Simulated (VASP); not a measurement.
**K2BrF with PBE: from relaxation to properties**

What structure does K2BrF take at this level, and what are its properties? The steps: rough relaxation of the start cell, relaxing cell and atoms (PBE), density, ELF and potential (PBE), bands along the symmetry lines (PBE), total and projected DOS (PBE), elastic constants (PBE) and dielectric tensor and Born charges (PBE). The cell is invented: it takes the structure of COD entry 9008651, KCl (space group 225 there), with some of its atoms replaced by other elements, volume scaled by an estimate. It may not be a known or stable phase.

Calculated with VASP 6.6.1; PBE; plane waves and PAW (Br, K_sv, F); invented cell.

## 1. The structure

Before any relaxation, the start is as follows. The structure is trigonal, space group R-3m (No. 166). The conventional cell has a = 4.293 Å, b = 4.293 Å, c = 21.032 Å, α = 90.00°, β = 90.00°, γ = 120.00°. Br has 6 K at 3.04 Å nearest. Nearest to K lie 3 Br at 3.04 Å and 3 F at 3.04 Å. F has 6 K at 3.04 Å nearest. It derives from KCl. It takes the structure of COD entry 9008651, KCl (space group 225 there), with some of its atoms replaced by other elements, volume scaled by an estimate. Farther neighbours and most contacts between anions are not listed.

As a file:

```xyz
4
Lattice="2.1465 1.2393 7.0106 -2.1465 1.2393 7.0106 0.0000 -2.4786 7.0106" Properties=species:S:1:pos:R:3 pbc="T T T"
Br    0.0000    0.0000   10.5158
K     0.0000    0.0000   15.7738
K     0.0000    0.0000    5.2579
F     0.0000    0.0000    0.0000
```

## 2. Rough relaxation of the start cell

The start is only an estimate, so a cheap relaxation brings it near a minimum before any careful run. PBE, the usual starting point, adds the gradient of the density.

File INCAR:

```
SYSTEM = K2BrF
PREC = Normal
ENCUT = 520
EDIFF = 1E-05
NELM = 60
ISMEAR = 0
SIGMA = 0.05
LREAL = .FALSE.
ALGO = Fast
GGA = PE
NBANDS = 22
LORBIT = 11
LWAVE = .FALSE.
LCHARG = .FALSE.
KPAR = 2
IBRION = 2
NSW = 40
ISIF = 3
EDIFFG = -0.04
```

File POSCAR:

```
K2BrF
1.0
    2.1465370000      1.2393040000      7.0105600000
   -2.1465370000      1.2393040000      7.0105600000
    0.0000000000     -2.4786070000      7.0105600000
Br K F
1 2 1
Direct
    0.5000000000      0.5000000000      0.5000000000
    0.7500000000      0.7500000000      0.7500000000
    0.2500000000      0.2500000000      0.2500000000
    0.0000000000      0.0000000000      0.0000000000
```

File KPOINTS:

```
Automatic mesh
0
Gamma
5 5 5
0 0 0
```

The projector-augmented-wave data sets are Br, K_sv and F (PBE family, release 64).

The run is started by

```bash
> mpirun -np 2 vasp_std
```

What it wrote:

```text
[banner, memory and clock lines left out]
running    2 mpi-ranks, on    1 nodes
 distrk:  each k-point on    1 cores,    2 groups
 distr:  one band on    1 cores,    1 groups

 POSCAR found type information on POSCAR BrK F
 POSCAR found :  3 types and       4 ions
 LDA part: xc-table for (Slater+PW92), standard interpolation
 POSCAR, INCAR and KPOINTS ok, starting setup
 FFT: planning ... GRIDC
 FFT: planning ... GRID_SOFT
 FFT: planning ... GRID
 WAVECAR not read
 entering main loop
       N       E                     dE             d eps       ncg     rms          rms(c)
DAV:   1     0.240189590346E+03    0.24019E+03   -0.14535E+04   836   0.129E+03
DAV:   2     0.191477825359E+01   -0.23827E+03   -0.22457E+03  1106   0.349E+02
DAV:   3    -0.151087801823E+02   -0.17024E+02   -0.16960E+02  1362   0.793E+01
DAV:   4    -0.154840671343E+02   -0.37529E+00   -0.37450E+00  1174   0.115E+01
DAV:   5    -0.154945490512E+02   -0.10482E-01   -0.10481E-01  1210   0.148E+00    0.759E+00
RMM:   6    -0.138862493808E+02    0.16083E+01   -0.53142E+00   836   0.952E+00    0.413E+00
RMM:   7    -0.138464329502E+02    0.39816E-01   -0.57431E-01   867   0.267E+00    0.274E+00
RMM:   8    -0.138407150529E+02    0.57179E-02   -0.21112E-01   860   0.265E+00    0.468E-01
RMM:   9    -0.138494498780E+02   -0.87348E-02   -0.68182E-02   995   0.974E-01    0.214E-01
RMM:  10    -0.138497584484E+02   -0.30857E-03   -0.12664E-02   956   0.531E-01    0.702E-02
RMM:  11    -0.138501111571E+02   -0.35271E-03   -0.41253E-03  1222   0.254E-01    0.390E-02
RMM:  12    -0.138503429163E+02   -0.23176E-03   -0.16158E-03  1164   0.151E-01    0.134E-02
RMM:  13    -0.138504284263E+02   -0.85510E-04   -0.72838E-04  1124   0.101E-01    0.122E-02
RMM:  14    -0.138504592333E+02   -0.30807E-04   -0.32118E-04  1077   0.691E-02    0.801E-03
RMM:  15    -0.138504786093E+02   -0.19376E-04   -0.17022E-04   974   0.499E-02    0.756E-03
RMM:  16    -0.138504860944E+02   -0.74851E-05   -0.85006E-05   845   0.373E-02
   1 F= -.13850486E+02 E0= -.13850486E+02  d E =-.138505E+02
 curvature:   0.00 expect dE= 0.000E+00 dE for cont linesearch  0.000E+00
 trial: gam= 0.00000 g(F)=  0.152E+00 g(S)=  0.666E-01 ort = 0.000E+00 (trialstep = 0.100E+01)
 search vector abs. value=  0.219E+00
 bond charge predicted
       N       E                     dE             d eps       ncg     rms          rms(c)
DAV:   1    -0.145394884781E+02   -0.68901E+00   -0.29342E+01   836   0.388E+01    0.569E+00
RMM:   2    -0.140785708556E+02    0.46092E+00   -0.24122E+00   837   0.111E+01    0.163E+00
RMM:   3    -0.140314465798E+02    0.47124E-01   -0.27889E-01   848   0.353E+00    0.124E+00
RMM:   4    -0.140170537175E+02    0.14393E-01   -0.50924E-02   878   0.158E+00    0.884E-01
RMM:   5    -0.140165303999E+02    0.52332E-03   -0.14147E-02  1065   0.753E-01    0.745E-02
RMM:   6    -0.140168480961E+02   -0.31770E-03   -0.33309E-03  1242   0.342E-01    0.347E-02
RMM:   7    -0.140170335172E+02   -0.18542E-03   -0.15057E-03  1293   0.190E-01    0.218E-02
RMM:   8    -0.140171272067E+02   -0.93690E-04   -0.72008E-04  1212   0.130E-01    0.139E-02
RMM:   9    -0.140171682610E+02   -0.41054E-04   -0.40976E-04  1183   0.982E-02    0.543E-03
RMM:  10    -0.140171955346E+02   -0.27274E-04   -0.22175E-04  1045   0.688E-02    0.473E-03
RMM:  11    -0.140172105640E+02   -0.15029E-04   -0.12996E-04   918   0.512E-02    0.302E-03
RMM:  12    -0.140172198680E+02   -0.93040E-05   -0.80417E-05   840   0.390E-02
   2 F= -.14017220E+02 E0= -.14017220E+02  d E =-.166734E+00
[...]
3 F= -.14102172E+02 E0= -.14102172E+02  d E =-.251686E+00
[...]
4 F= -.14171164E+02 E0= -.14171164E+02  d E =-.689916E-01
[...]
5 F= -.14257439E+02 E0= -.14257439E+02  d E =-.155266E+00
 curvature:  -3.90 expect dE=-0.197E-02 dE for cont linesearch -0.176E-02
 ZBRENT: interpolating
 opt :   4.8135  next Energy=   -14.258758 (dE=-0.157E+00)
 bond charge predicted
       N       E                     dE             d eps       ncg     rms          rms(c)
DAV:   1    -0.142878788833E+02   -0.30447E-01   -0.20110E+00  1016   0.993E+00    0.134E+00
RMM:   2    -0.142624205460E+02    0.25458E-01   -0.15390E-01   836   0.282E+00    0.376E-01
RMM:   3    -0.142593162677E+02    0.31043E-02   -0.15698E-02   836   0.867E-01    0.249E-01
RMM:   4    -0.142585306993E+02    0.78557E-03   -0.32407E-03   928   0.386E-01    0.148E-01
RMM:   5    -0.142585554913E+02   -0.24792E-04   -0.92655E-04  1156   0.182E-01    0.360E-02
RMM:   6    -0.142585895798E+02   -0.34088E-04   -0.31517E-04  1149   0.888E-02    0.124E-02
RMM:   7    -0.142586047325E+02   -0.15153E-04   -0.14368E-04  1034   0.554E-02    0.741E-03
RMM:   8    -0.142586121810E+02   -0.74485E-05   -0.71118E-05   881   0.409E-02
   6 F= -.14258612E+02 E0= -.14258612E+02  d E =-.156440E+00
 curvature:  -2.92 expect dE=-0.613E-03 dE for cont linesearch -0.158E-05
 trial: gam=-0.01735 g(F)=  0.451E-04 g(S)=  0.165E-03 ort =-0.205E-03 (trialstep = 0.201E+01)
 search vector abs. value=  0.240E-03
 reached required accuracy - stopping structural energy minimisation
```

Elapsed: 81 s, on 2 MPI ranks of Intel Xeon 6975P-C (Granite Rapids), shared host; peak memory 0.57 GiB.

Lines that name or quote the potential files are left out of all logs, and their timing lines are given in words.

Parts of OUTCAR (step 2):

```text
ion  position               nearest neighbor table
   1  0.500  0.500  0.500-   3 3.04   2 3.04   3 3.04   3 3.04   2 3.04   2 3.04
   2  0.750  0.750  0.750-   1 3.04   1 3.04   1 3.04
   3  0.250  0.250  0.250-   1 3.04   1 3.04   1 3.04
   4  0.000  0.000  0.000-

  LATTYP: Found a trigonal (rhomboedric) cell.
 ALAT       =     7.4358218786
 COS(alpha) =     0.8333333150

 Subroutine GETGRP returns: Found 12 space group operations
 (whereof 12 operations were pure point group operations)

The static configuration has the point symmetry D_3d.

 Found     19 irreducible k-points:

   k-points           NKPTS =     19   k-points in BZ     NKDIM =     19   number of bands    NBANDS=     22

   dimension x,y,z NGX =    42 NGY =   42 NGZ =   42
   dimension x,y,z NGXF=    84 NGYF=   84 NGZF=   84

   ENCUT  =  520.0 eV  38.22 Ry    6.18 a.u.  13.83 13.83 13.83*2*pi/ulx,y,z

   NELECT =      32.0000    total number of electrons

 k-points in reciprocal lattice and weights: Automatic mesh
   0.00000000  0.00000000  0.00000000       0.008
   0.20000000  0.00000000  0.00000000       0.048
   0.40000000  0.00000000  0.00000000       0.048
   0.20000000  0.20000000  0.00000000       0.048
   0.40000000  0.20000000  0.00000000       0.096
  -0.40000000  0.20000000 -0.00000000       0.096
  -0.20000000  0.20000000  0.00000000       0.048
   0.40000000  0.40000000  0.00000000       0.048
  -0.40000000  0.40000000  0.00000000       0.048
[...]
0.40000000  0.40000000  0.40000000       0.016
  -0.40000000  0.40000000  0.40000000       0.048

 average (electrostatic) potential at core
       1 -64.5792       2 -36.7801       3 -36.7801       4 -77.9643

 E-fermi :  -1.1118

 k-point     1 :       0.0000    0.0000    0.0000
  band No.  band energies     occupation
    ...
     12      -3.0488      2.00000
     13      -3.0488      2.00000
     14      -2.1924      2.00000
     15      -1.3971      2.00000
     16      -1.3971      2.00000
     17       2.6447      0.00000
     18       5.4324      0.00000
     19       5.8960      0.00000
     20       6.6106      0.00000
     21       6.6106      0.00000
    ...

 k-point     2 :       0.2000    0.0000    0.0000
  band No.  band energies     occupation
    ...
     12      -3.0782      2.00000
     13      -3.0432      2.00000
     14      -2.2147      2.00000
     15      -1.9166      2.00000
     16      -1.5016      2.00000
     17       3.4105      0.00000
     18       5.7101      0.00000
     19       5.9466      0.00000
     20       6.4033      0.00000
     21       7.1815      0.00000
    ...

 k-point     3 :       0.4000    0.0000    0.0000
  band No.  band energies     occupation
    ...
     12      -3.0360      2.00000
     13      -2.9707      2.00000
     14      -2.5440      2.00000
     15      -2.1857      2.00000
     16      -1.6571      2.00000
     17       4.6855      0.00000
     18       5.2712      0.00000
     19       5.6913      0.00000
     20       6.6778      0.00000
     21       7.2876      0.00000
    ...

  Total       -0.0802705     -0.0802705      0.0279140      0.0000000      0.0000000     -0.0000000
  in kB       -1.1484698     -1.1484697      0.3993799      0.0000000      0.0000000     -0.0000000
  external PRESSURE =      -0.6325199 kB  Pullay stress =       0.0000000 kB

  energy-cutoff  :      520.00
  volume of cell :      111.98
      direct lattice vectors                 reciprocal lattice vectors
     2.132457674  1.231175299  7.108786498     0.234471242  0.135372040  0.046890322
    -2.132457674  1.231175299  7.108786498    -0.234471242  0.135372040  0.046890322
     0.000000000 -2.462349598  7.108786496     0.000000000 -0.270744080  0.046890341

 POSITION                                       TOTAL-FORCE (eV/Angst)
 -----------------------------------------------------------------------------------
      0.00000      0.00000     10.66318        -0.000000      0.000000     -0.000000
      0.00000      0.00000     15.66030         0.000000      0.000000      0.021624
      0.00000      0.00000      5.66606         0.000000     -0.000000     -0.021624
      0.00000      0.00000      0.00000         0.000000     -0.000000      0.000000
 -----------------------------------------------------------------------------------
    total drift:                                0.000000     -0.000000      0.000000

  FREE ENERGIE OF THE ION-ELECTRON SYSTEM (eV)
  ---------------------------------------------------
  free  energy   TOTEN  =       -14.2586121810 eV

  energy  without entropy=      -14.2586121810  energy(sigma->0) =      -14.25861218

 reached required accuracy - stopping structural energy minimisation

 total charge
# of ion       s       p       d       tot
------------------------------------------
    1        1.600   3.313   0.001   4.914
    2        1.957   5.581   0.025   7.563
    3        1.957   5.581   0.025   7.563
    4        1.730   4.327   0.000   6.056
--------------------------------------------------
tot          7.243  18.802   0.052  26.096

[... 3 further parts left out ...]
```

CONTCAR:

```
K2BrF
   1.00000000000000
     2.1324576736211687    1.2311752990368996    7.1087864976172268
    -2.1324576736211687    1.2311752990368996    7.1087864976172268
     0.0000000000000000   -2.4623495975336205    7.1087864962176130
  Br              K               F
     1     2     1
Direct
     0.5000000000000000    0.5000000000000000    0.5000000000000000
     0.7343167726169942    0.7343167726169942    0.7343167725413160
     0.2656832273830058    0.2656832273830058    0.2656832274586839
     0.0000000000000000    0.0000000000000000    0.0000000000000000
```

The gap is read on the k-mesh alone, so it is an upper bound where the band edges lie off the mesh, and a coarse mesh can show a gap where there is none. This relaxation is a rough one on cheap settings, only to bring the start near its minimum. The run keeps the 12 symmetry operations of its start, so it cannot find a distortion of lower symmetry.

The steps of the relaxation:

| step | energy less that of the first step (eV) | largest force (eV/Å) | pressure (GPa) | volume (Å³) |
| --- | --- | --- | --- | --- |
| 1 | 0.0000 | 1.2554 | 1.94 | 111.90 |
| 2 | -0.1667 | 0.8745 | 0.34 | 117.48 |
| 3 | -0.2517 | 0.4030 | -1.39 | 126.63 |
| 4 | -0.3207 | 0.3135 | -1.14 | 122.51 |
| 5 | -0.4070 | 0.0619 | 0.08 | 110.69 |
| 6 | -0.4081 | 0.0216 | -0.06 | 111.98 |

| conventional cell, symmetrised | before | after | change |
| --- | --- | --- | --- |
| a (Å) | 4.293 | 4.265 | -0.7 % |
| b (Å) | 4.293 | 4.265 | -0.7 % |
| c (Å) | 21.032 | 21.326 | +1.4 % |
| volume (Å³/atom) | 27.97 | 28.00 | +0.1 % |

The atoms that moved most (Å, as changes of fractional coordinates times the final cell):

| atom | dx | dy | dz | length |
| --- | --- | --- | --- | --- |
| K2 | 0.000 | 0.000 | -0.334 | 0.334 |
| K3 | 0.000 | 0.000 | 0.334 | 0.334 |

The relaxed structure:

```xyz
4
Lattice="2.1325 1.2312 7.1088 -2.1325 1.2312 7.1088 0.0000 -2.4623 7.1088" Properties=species:S:1:pos:R:3 pbc="T T T"
Br    0.0000    0.0000   10.6632
K     0.0000    0.0000   15.6603
K     0.0000    0.0000    5.6661
F     0.0000    0.0000    0.0000
```

This step gave:

```
electrons                              : 32
bands                                  : 22
irreducible k-points                   : 19
symmetry operations                    : 12
free energy (TOTEN)                    : -14.26 eV
Fermi energy                           : -1.112 eV
pressure                               : -0.06325 GPa
metallic, judged on the points sampled : no
valence top at k                       : 0, 0, 0
conduction bottom at k                 : 0, 0, 0
least direct gap at k                  : 0, 0, 0
SCF cycles over all ionic steps        : 76
gap on the k-mesh                      : 4.042 eV
least direct gap on the k-mesh         : 4.042 eV
```

It ends with a largest force of 0.022 eV/Å and a pressure of -0.06 GPa.

(Part 1 of 5 ends here.)

[Lines on the potential files, build, host, timing and source positions are cut from VASP's logs without a mark.]

[Logs are printed without paths, hosts, clocks, repeated set-up lines and the standing remarks that a program may print on its own settings, such as how far it seeks lower states.]

[Hosts, paths, dates, database ids (printed as entryN), source tags and the programs' standing remarks are cut or masked in the printed files.]

[A measured line is paired with the nearest computed mode of its activity, which favours agreement.]

[In band tables of VASP the shares of atoms and orbitals are scaled to a sum of 1 inside the atoms' spheres.]
